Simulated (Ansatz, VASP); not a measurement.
# Cross-check of KInP2O7 (KInP2O7 (P2_1/c)) between VASP and Ansatz, part 2 of 2

One calculation is typed for both programs; each brings its own data sets. How far apart do they land? The structure shown is the end of the Ansatz relaxation below.

VASP 6.6.1 and Ansatz 0.2.0.

So far: The starting structure; Ansatz: relaxation, PBEsol.

### 3. VASP: single point, PBEsol

Level of this step: PBEsol; plane waves and PAW (K_sv, In_d, P, O) (VASP).

The same cell, functional, mesh and smearing now go to VASP, with its own data sets.

Lines of VASP's logs that name or quote its potential files are left out, and so is its time.

INCAR reads:

```
SYSTEM = KInP2O7
PREC = Accurate
ENCUT = 600
EDIFF = 1E-06
NELM = 120
ISMEAR = -1
SIGMA = 0.01
LREAL = Auto
ALGO = Normal
GGA = PS
NBANDS = 184
LORBIT = 11
LWAVE = .FALSE.
LCHARG = .FALSE.
ISIF = 2
LASPH = .TRUE.
GGA_COMPAT = .FALSE.
EFERMI = MIDGAP
KPAR = 8
```

POSCAR reads:

```
KInP2O7
1.0
    7.4361699977      0.0000000000     -0.0192422928
    0.0000000000     10.5024986814      0.0000000000
   -2.4916547346      0.0000000000      8.1096913316
K In P O
4 4 8 28
Direct
    0.1683508166      0.3217808788      0.5631240743
    0.8316491834      0.6782191212      0.4368759257
    0.8316491834      0.8217808788      0.9368759257
    0.1683508166      0.1782191212      0.0631240743
    0.7638107624      0.4011081247      0.7420004721
    0.2361892376      0.9011081247      0.7579995279
    0.2361892376      0.5988918753      0.2579995279
    0.7638107624      0.0988918753      0.2420004721
    0.5564470597      0.1404212940      0.8042026238
    0.4435529403      0.6404212940      0.6957973762
    0.4435529403      0.8595787060      0.1957973762
    0.5564470597      0.3595787060      0.3042026238
    0.8719030895      0.3984648701      0.1774043103
    0.8719030895      0.1015351299      0.6774043103
    0.1280969105      0.6015351299      0.8225956897
    0.1280969105      0.8984648701      0.3225956897
    0.8740016229      0.0982076394      0.5009124821
    0.1259983771      0.5982076394      0.9990875179
    0.1259983771      0.9017923606      0.4990875179
    0.8740016229      0.4017923606      0.0009124821
    0.3584803785      0.0838754930      0.7590913858
    0.6415196215      0.5838754930      0.7409086142
    0.6415196215      0.9161245070      0.2409086142
    0.3584803785      0.4161245070      0.2590913858
    0.6799512547      0.1068679788      0.9764314496
    0.3200487453      0.6068679788      0.5235685504
    0.3200487453      0.8931320212      0.0235685504
    0.6799512547      0.3931320212      0.4764314496
    0.6574334680      0.0747463102      0.6786584362
    0.3425665320      0.5747463102      0.8213415638
    0.3425665320      0.9252536898      0.3213415638
    0.6574334680      0.4252536898      0.1786584362
    0.5362758757      0.2170812936      0.2617294701
    0.4637241243      0.7170812936      0.2382705299
    0.4637241243      0.7829187064      0.7382705299
    0.5362758757      0.2829187064      0.7617294701
    0.9908826900      0.5032131255      0.2852318880
    0.0091173100      0.0032131255      0.2147681120
    0.0091173100      0.4967868745      0.7147681120
    0.9908826900      0.9967868745      0.7852318880
    0.9328617256      0.2680400427      0.2575373115
    0.0671382744      0.7680400427      0.2424626885
    0.0671382744      0.7319599573      0.7424626885
    0.9328617256      0.2319599573      0.7575373115
```

KPOINTS reads:

```
Automatic mesh
0
Gamma
4 3 4
0 0 0
```

PAW data sets: K_sv, In_d, P and O (PBE family, release 64).

The run is started by

```bash
$ mpirun -np 8 vasp_std
```

Numbers of over 12 decimals in the logs are rounded to 6 here.

Log:

```text
[banner, memory and clock lines left out]
running    8 mpi-ranks, on    1 nodes
[...]
|                                                                             |
|           W    W    AA    RRRRR   N    N  II  N    N   GGGG   !!!           |
|           W    W   A  A   R    R  NN   N  II  NN   N  G    G  !!!           |
|           W    W  A    A  R    R  N N  N  II  N N  N  G       !!!           |
|           W WW W  AAAAAA  RRRRR   N  N N  II  N  N N  G  GGG   !            |
|           WW  WW  A    A  R   R   N   NN  II  N   NN  G    G                |
|           W    W  A    A  R    R  N    N  II  N    N   GGGG   !!!           |
|                                                                             |
|     For optimal performance we recommend to set                             |
|       NCORE = 2 up to number-of-cores-per-socket                            |
|     NCORE specifies how many cores store one orbital (NPAR=cpu/NCORE).      |
|     This setting can greatly improve the performance of VASP for DFT.       |
[...]
|                                                                             |
|     You enforced a specific xc type in the INCAR file but a different       |
|     [... a line on the potential file left out ...]
|     I HOPE YOU KNOW WHAT YOU ARE DOING!                                     |
|                                                                             |

 LDA part: xc-table for (Slater+PW92), standard interpolation
 POSCAR, INCAR and KPOINTS ok, starting setup
[...]
entering main loop
       N       E                     dE             d eps       ncg     rms          rms(c)
DAV:   1     0.408089912541E+04    0.40809E+04   -0.14641E+05  7360   0.189E+03
DAV:   2     0.377308940521E+03   -0.37036E+04   -0.34886E+04  8096   0.512E+02
DAV:   3    -0.287391966088E+03   -0.66470E+03   -0.64675E+03  7944   0.230E+02
DAV:   4    -0.342308926336E+03   -0.54917E+02   -0.54415E+02 10216   0.694E+01
[...]
DAV:  16    -0.306395925074E+03   -0.10090E-04   -0.13232E-05  8080   0.973E-03    0.121E-02
DAV:  17    -0.306395930160E+03   -0.50866E-05   -0.10413E-05  8336   0.949E-03    0.716E-03
DAV:  18    -0.306395930176E+03   -0.16196E-07   -0.79261E-07  6032   0.507E-03
   1 F= -.30639593E+03 E0= -.30639593E+03  d E =0.000000E+00
```

Parts of OUTCAR (step 3):

```text
  Total       -0.7044490     -0.3215763     -0.8929839      0.0000000      0.0000000      0.0670165
  in kB       -1.7834431     -0.8141300     -2.2607544      0.0000000      0.0000000      0.1696647
  external PRESSURE =      -1.6194425 kB  Pullay stress =       0.0000000 kB

 POSITION                                       TOTAL-FORCE (eV/Angst)
 -----------------------------------------------------------------------------------
     -0.15123      3.37950      4.56352         0.002707     -0.002402     -0.001703
      5.09574      7.12300      3.52693        -0.002707      0.002402      0.001703
      3.84991      8.63075      7.58177        -0.002707     -0.002402      0.001703
      1.09460      1.87175      0.50868         0.002707      0.002402     -0.001703
      3.83102      4.21264      6.00270         0.016539      0.030091     -0.004591
     -0.13233      9.46389      6.14260        -0.016539      0.030091      0.004591
      1.11350      6.28986      2.08775        -0.016539     -0.030091      0.004591
      5.07685      1.03861      1.94785         0.016539     -0.030091     -0.004591
      2.13404      1.47477      6.51113        -0.016031     -0.025928     -0.012486
      1.56465      6.72602      5.63417         0.016031     -0.025928      0.012486
      2.81048      9.02772      1.57932         0.016031      0.025928      0.012486
      3.37987      3.77647      2.45628        -0.016031      0.025928     -0.012486
      6.04159      4.18488      1.42192         0.022029      0.031207     -0.038100
      4.79576      1.06637      5.47676         0.022029     -0.031207     -0.038100
[...]
-----------------------------------------------------------------------------------
    total drift:                                0.000000      0.000000     -0.000000

  FREE ENERGIE OF THE ION-ELECTRON SYSTEM (eV)
  ---------------------------------------------------
  free  energy   TOTEN  =      -306.3959301763 eV

  energy  without entropy=     -306.3959301763  energy(sigma->0) =     -306.39593018

[... 3 further parts left out ...]
[key lines of the parts left out:]
E-fermi :   3.1266
```

The run ends at a pressure of -0.16 GPa, with forces up to 0.054 eV/Å.

### 4. Side by side

Known differences besides the potentials themselves: the cutoff is 420 eV in Ansatz and 600 eV in VASP (PREC = Accurate, projectors in real space); Ansatz makes its cores anew for this functional, VASP keeps those of its PBE data sets; Ansatz's pressure holds a Pulay correction, VASP's none. Total energies have different zeros and are not compared.

The two programs side by side:

```
              quantity  Ansatz   VASP  difference
        pressure (GPa)   -0.01  -0.16       +0.15
gap on the k mesh (eV)   4.031  4.018      +0.013
```

The largest component of a force difference here is 39 meV/Å. A gap on the mesh is an upper bound, since the band edges may lie between its points.

### 5. What came out

```json
{
 "r.m.s. force difference (single point, PBEsol)": "19 meV/Å"
}
```

The r.m.s. force difference is 19 meV/Å (single point, PBEsol), beyond the 12 meV/Å picked in this series as the mark of a large difference. What causes the difference of the single point, PBEsol pair stays open here. Such differences can come from data sets, numerical settings and the points named under the comparisons, not from the functional's error against experiment.

[Lines on the potential files, build, host, timing and source positions are cut from VASP's logs without a mark.]

[Logs are printed without paths, hosts, clocks, repeated set-up lines and the standing remarks that a program may print on its own settings, such as how far it seeks lower states.]

[Hosts, paths, dates, database ids (printed as entryN), source tags and the programs' standing remarks are cut or masked in the printed files.]
